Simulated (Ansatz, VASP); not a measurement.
## TiGa2Te2SeS (1T-TiTe2 under Ga2SSe, AA): VASP beside Ansatz

One calculation is typed for both programs; each brings its own data sets. How far apart do they land? Of the first pair: The structure shown is the start of the Ansatz relaxation below; VASP solves that cell, so the two are compared at the walk's first step.

Method: plane waves, with VASP 6.6.1 beside it; single point at PBE with D3(BJ), in Ansatz 0.2.0.

### Step 1. The structure

The cell holds 7 atoms: 2 Te, 1 Ti, 1 Se, 2 Ga and 1 S. Its edges and angles: a = 3.728 Å, b = 3.728 Å, c = 53.756 Å, α = 90.0°, β = 90.0°, γ = 120.0°. Vacuum lies along c.

### Step 2. Ansatz: relaxation, PBE with D3(BJ)

Ansatz runs on its default PAW (the set named soft_2) files.

The two programs are compared at the cell with which this relaxation starts, whose forces are those of its first step.

Contents of input.yaml:

```yaml
crystal:
  lattice:
    - [3.7275, 0.0, 0.0]
    - [-1.86375, 3.2281096926, 0.0]
    - [0.0, 0.0, 53.755596953]
  atoms:
    - { symbol: Te, position: [0.6666666667, 0.3333333333, 0.3943775384] }
    - { symbol: Ti, position: [0.0, 0.0, 0.4285685981] }
    - { symbol: Te, position: [0.3333333333, 0.6666666667, 0.4627596578] }
    - { symbol: Se, position: [0.3333333333, 0.6666666667, 0.5222883429] }
    - { symbol: Ga, position: [0.0, 0.0, 0.544509244] }
    - { symbol: Ga, position: [0.0, 0.0, 0.5898998663] }
    - { symbol: S, position: [0.3333333333, 0.6666666667, 0.6056224616] }
  periodic: [true, true, false]
kpoints:
  mp_grid: { grid: [12, 12, 1] }
hamiltonian:
  xc: pbe
  dispersion: d3bj
scf:
  occupations: { method: fermi_dirac, width: 0.05 }
  convergence: { dr2_threshold: 1.0e-09 }
relax:
  f_tol: 0.004
  max_steps: 90
  cell: {}
output:
  write_potential: true
  write_density: true
  volumetric_format: npy
```

Run with:

```sh
> ansatz run input.yaml --threads 4 --pin off --max-ram 6144MiB --backend cpu --events-out ev --progress --plain --runs-dir out
```

Numbers of over 12 decimals in the logs are rounded to 6 here.

Log:

```text
Warning: relax.cell: scf.convergence.dr2_threshold = 1e-9 eV is looser than the 1.5348806414e-10 eV advised for a relaxation that steers and ends on the stress (1e-10 eV for each atom of the cell: 7, times the square of relax.cell.stress_2d_tol = 0.05 N/m over 21.4 Å (the atoms' height at the walk's start and 5 Å past either face), 2.341e-2 GPa, over a crystal's default 0.05). What an SCF threshold leaves in a stress goes as its square root, and in the free energy as the threshold itself, and one threshold admits the most on a small cell: [figures from the program's tests cut] Set scf.convergence.dr2_threshold to 1.5348806414e-10 eV or tighter. [rest of the remark cut]
Engine: ansatz 0.2.0, x86_64-unknown-linux-gnu
Pseudopotentials: kind: paw
Pseudopotential: Te, paw, valence charge 16, recommended cutoff 420 eV (normal), Te.paw.azcp
Pseudopotential: Ti, paw, valence charge 12, recommended cutoff 420 eV (normal), Ti.paw.azcp
Pseudopotential: Se, paw, valence charge 16, recommended cutoff 420 eV (normal), Se.paw.azcp
Pseudopotential: Ga, paw, valence charge 13, recommended cutoff 420 eV (normal), Ga.paw.azcp
Pseudopotential: S, paw, valence charge 6, recommended cutoff 420 eV (normal), S.paw.azcp
Functional definition: PBE
  parameter kappa = 0.804
  parameter beta = 0.066725
  exchange = pbe_x(kappa = kappa, mu = beta*pi^2/3)
  correlation = pbe_c(beta = beta)
Crystal: 7 atoms, lattice volume = 646.829 Å³
Basis set: ecut = 420 eV, 12707 PW (Γ), exchange–correlation on 50×50×720 points (8 copies of the dense FFT grid, shifted against one another)
Bands: 56, of which v1, the nominal top of the filled ones, is band 46 counted from 1 (45 counted from 0)
Symmetry: 6 space group operations
Space group: P3m1 (ITA 156), of the structure as read, at distance tolerance 8.6e-5 Å
k-points: 19 of 144 (time reversal used)
Non-local potential: Te, projectors of the file, l = 0: 2, l = 1: 2, l = 2: 2, l = 3: 2
Non-local potential: Ti, projectors of the file, l = 0: 3, l = 1: 2, l = 2: 3, l = 3: 1
Non-local potential: Se, projectors of the file, l = 0: 2, l = 1: 2, l = 2: 3, l = 3: 1
Non-local potential: Ga, projectors of the file, l = 0: 2, l = 1: 2, l = 2: 3, l = 3: 1
Non-local potential: S, projectors of the file, l = 0: 2, l = 1: 2, l = 2: 2
PAW form: soft (Blöchl's): semilocal exchange-correlation on the pseudo side does not see the compensation charge
PAW one-centre angular grid: Te, 590 points (default); XC on 64 Gauss nodes
PAW one-centre angular grid: Ti, 590 points (default); XC on 64 Gauss nodes
PAW one-centre angular grid: Se, 590 points (default); XC on 64 Gauss nodes
PAW one-centre angular grid: Ga, 590 points (default); XC on 64 Gauss nodes
PAW one-centre angular grid: S, 110 points (default); XC on 64 Gauss nodes
Initial density: superposition of atomic densities (neutral atoms: chi_scale 0, normalization atom), corrected by the library's trained network
Initial wavefunctions: pseudopotential atomic-orbital guess
Functional: x = pbe(κ = 0.804, μ = 0.219515), c = pbe(β = 0.066725)
SCF iter   1: F=—  HF=-30403.064333 eV  |F-HF|=—  |Δ(HF+E_count)|=         —  Δρ=1.56e-3  dr2=1.09e-1  ethr=1.77e-3  ⟨swp⟩=14.3  Hψ=6001  notcnv=0  defer=8
preconditioner: auto → LDOS  [metal: Δε(μ)=0.174 eV  Ē_g=11.618 eV  σ=0.050 eV  W_gap=0.48  n_scr=62 (ndim 8)  ℏωp=10.7 eV  f_vac=0.719  D(μ)=1.45/eV (n_scr^D=10)  β→1.0]
SCF iter   2: F=—  HF=-30403.106478 eV  |F-HF|=—  |Δ(HF+E_count)|=   4.21e-2  Δρ=2.44e-3  dr2=4.75e-1  ethr=1.18e-4  ⟨swp⟩=4.7  Hψ=2505  notcnv=0  defer=46
SCF iter   3: F=—  HF=-30403.067391 eV  |F-HF|=—  |Δ(HF+E_count)|=   3.91e-2  Δρ=1.20e-3  dr2=1.42e-1  ethr=1.18e-4  ⟨swp⟩=4.5  Hψ=1685  notcnv=0  defer=47
SCF iter   4: F=—  HF=-30403.054145 eV  |F-HF|=—  |Δ(HF+E_count)|=   1.32e-2  Δρ=2.75e-4  dr2=3.39e-3  ethr=1.18e-4  ⟨swp⟩=3.1  Hψ=1466  notcnv=0  defer=32
SCF iter   5: F=—  HF=-30403.053931 eV  |F-HF|=—  |Δ(HF+E_count)|=   2.14e-4  Δρ=9.92e-5  dr2=1.90e-4  ethr=3.68e-6  ⟨swp⟩=3.1  Hψ=1554  notcnv=0  defer=32
SCF iter   6: F=—  HF=-30403.053957 eV  |F-HF|=—  |Δ(HF+E_count)|=   2.61e-5  Δρ=5.81e-5  dr2=8.63e-5  ethr=2.06e-7  ⟨swp⟩=3.1  Hψ=1968  notcnv=0  defer=32
SCF iter   7: F=—  HF=-30403.053935 eV  |F-HF|=—  |Δ(HF+E_count)|=   2.17e-5  Δρ=2.43e-5  dr2=3.49e-6  ethr=9.38e-8  ⟨swp⟩=2.4  Hψ=1356  notcnv=0  defer=32
[...]
SCF iter   2: F=—  HF=-30403.411328 eV  |F-HF|=—  |Δ(HF+E_count)|=   7.44e-5  Δρ=8.91e-6  dr2=3.24e-7  ethr=3.75e-10  ⟨swp⟩=4.8  Hψ=3313  notcnv=0
SCF iter   3: F=—  HF=-30403.411328 eV  |F-HF|=—  |Δ(HF+E_count)|=   2.30e-7  Δρ=5.26e-6  dr2=2.67e-7  ethr=3.52e-10  ⟨swp⟩=2.2  Hψ=1924  notcnv=0
SCF iter   4: F=—  HF=-30403.411328 eV  |F-HF|=—  |Δ(HF+E_count)|=   9.88e-8  Δρ=2.21e-6  dr2=2.22e-7  ethr=2.90e-10  ⟨swp⟩=2.9  Hψ=1850  notcnv=0
SCF iter   5: F=—  HF=-30403.411328 eV  |F-HF|=—  |Δ(HF+E_count)|=   3.54e-8  Δρ=5.30e-7  dr2=3.26e-9  ethr=2.41e-10  ⟨swp⟩=2.0  Hψ=1445  notcnv=0
SCF iter   6: F=—  HF=-30403.411328 eV  |F-HF|=—  |Δ(HF+E_count)|=   2.40e-9  Δρ=2.81e-7  dr2=2.69e-9  ethr=3.54e-12  ⟨swp⟩=3.5  Hψ=2496  notcnv=0
SCF iter   7: F=-30403.411328 eV  HF=-30403.411328 eV  |F-HF|=3.27e-9  |Δ(HF+E_count)|=  1.02e-10  Δρ=1.13e-7  dr2=6.77e-11  ethr=1.09e-12  ⟨swp⟩=13.0  Hψ=8144  notcnv=0
SCF 8 converged in 7 iterations: F = -30403.411328 eV  dr2 = 6.77e-11
relax step   8: F+E_penalty+E_count = -30403.41132793 eV  Δ(F+E_penalty+E_count) = +8.090e-4 eV  max|allowed force component| = 2.490e-3 eV/Å  Δτ_max = 0.0000 Å  P = +0.007 N/m  Ω = 629.321 Å³  fix = [c, alpha, beta]  reactions: c +0.000 N/m  stress off target by 7.45e-3 N/m on what of the cell is left free  SCF on the basis re-selected at this cell (its energy is not comparable with the rows above)  (7 SCF iters)
basis re-selected at this cell: Δ(F+E_penalty+E_count) = +8.090e-4 eV, ΔP = +0.001 N/m vs the last step (what re-selecting the basis moved, of the pressure what is left beyond the Pulay correction that the steps carried, after the strain that the cell walked since its last selection, with what the two solves' SCF thresholds leave and, on support functions, any second-order correction that the steps lacked; it is no m [...]
WARN: The output density's exchange-correlation potential varies sharply where the density is thin. Do not read a vacuum level from v_tot or v_xc, or from such a field of the output density. On a cell that repeats whose density bears no net charge and no dipole along the vacuum's axis use v_es (v_loc + v_h of the components); under efield.dipole_correction with no amplitude use v_es + v_field, which holds any externa [...]
SCF converged after 7 iterations
Free energy (F): -30403.411328 eV
Harris-Foulkes:  -30403.411328 eV  (|F-HF|=3.27e-9)
Internal energy: -30403.400956 eV  (E = F + TS)
E sigma→0 (E₀):  -30403.406142 eV
Entropy (-TS):   -0.010372 eV (-1.482 meV/atom)
Fermi energy:    -4.851480 eV
--- Per-component energies (eV) ---
  E_band       = -2462.658286
  E_kinetic    = 1089.697201
  E_local      = -580521.383142  (includes V_loc(G=0)·N_el)
  E_nonlocal   = -329.422826
  E_hartree    = 289735.102637
  E_xc         = -685.669485
  E_vxc        = -631.879455  (∫ρ·V_xc dr)
  E_paw        = -16862.008073  (= ΣΔE_a)
  E_vpaw       = -1539.875476  (= ΣTr[D̂ρ^β])
  E_aug_tail   = -0.001026  (compensation charges beyond the density's cutoff)
  E_ewald      = 277172.460033
  E_disp       = -2.176275  (pairwise vdW)
  E_smearing   = -0.010372  (= −TS)
  E_closure    = -0.000000  (closes the sum)
  Σ components = -30403.411328   (vs F -30403.411328, Δ=0.00e0)
--- Forces (eV/Å), atoms counted from 1 ---
  atom   1  Te     0.00000000     0.00000000     0.00020170
  atom   2  Ti     0.00000000    -0.00000000    -0.00114194
  atom   3  Te     0.00000000    -0.00000000     0.00031553
  atom   4  Se     0.00000000     0.00000000     0.00115673
  atom   5  Ga     0.00000000    -0.00000000     0.00058544
  atom   6  Ga     0.00000000    -0.00000000    -0.00249015
  atom   7  S      0.00000000     0.00000000     0.00137392
  max |Σ_I F_I| component: 1.22e-6 eV/Å
--- 2D stress c σ (N/m, compression-positive) ---
        0.007449      -0.000000       0.000000
       -0.000000       0.007449       0.000000
        0.000000       0.000000       0.000000
  P = ½ c Tr σ = 0.0074 N/m
--- Band table (eV; the first three rows and the last of 19) ---
  k-point 0: bands = [... 42 lower, -6.1968, -5.9627, -4.4096, -4.3528, -4.3528, -3.7352, -3.4961, -3.4961, ... 6 higher]
  k-point 1: bands = [... 42 lower, -6.1943, -5.7902, -4.8196, -4.5682, -4.3962, -3.5844, -3.3644, -3.3309, ... 6 higher]
  k-point 2: bands = [... 42 lower, -6.1885, -5.9867, -5.6553, -4.9366, -4.4844, -3.5523, -3.2412, -2.8385, ... 6 higher]
  k-point 18: bands = [... 42 lower, -7.7093, -7.5524, -6.8499, -6.7240, -3.6270, -3.6221, -3.5823, -3.4296, ... 6 higher]
  the weakly bound empty levels are not read free of the cell's end (no_gap_told)
--- Relaxed structure (7 steps of the walk, 7 accepted, 1 SCFs on fresh bases) ---
  F+E_penalty+E_count = -30403.41132793 eV   max|allowed force component| = 2.490e-3 eV/Å   (the final SCF, on the basis selected at the relaxed cell)
  cell:  # Å, volume = 629.3211 Å³
    - [3.676707, -1.879728847101495e-18, 0]
    - [-1.838353, 3.184121, 0]
    - [0, 0, 53.755596953]
  atoms:
    - { symbol: Te, position: [0.666667, 0.333333, 0.389511] }
    - { symbol: Ti, position: [1.9900230831908734e-18, -1.3216940769962568e-17, 0.422391] }
    - { symbol: Te, position: [0.333333, 0.666667, 0.455017] }
    - { symbol: Se, position: [0.333333, 0.666667, 0.525544] }
    - { symbol: Ga, position: [7.318590568947614e-18, -1.3216940769962562e-17, 0.548316] }
    - { symbol: Ga, position: [7.390476276755466e-18, -1.321694076996256e-17, 0.593842] }
    - { symbol: S, position: [0.333333, 0.666667, 0.613405] }
```

[end of part 1 of 2]

[Lines on the potential files, build, host, timing and source positions are cut from VASP's logs without a mark.]

[Logs are printed without paths, hosts, clocks, repeated set-up lines and the standing remarks that a program may print on its own settings, such as how far it seeks lower states.]

[Hosts, paths, dates, database ids (printed as entryN), source tags and the programs' standing remarks are cut or masked in the printed files.]
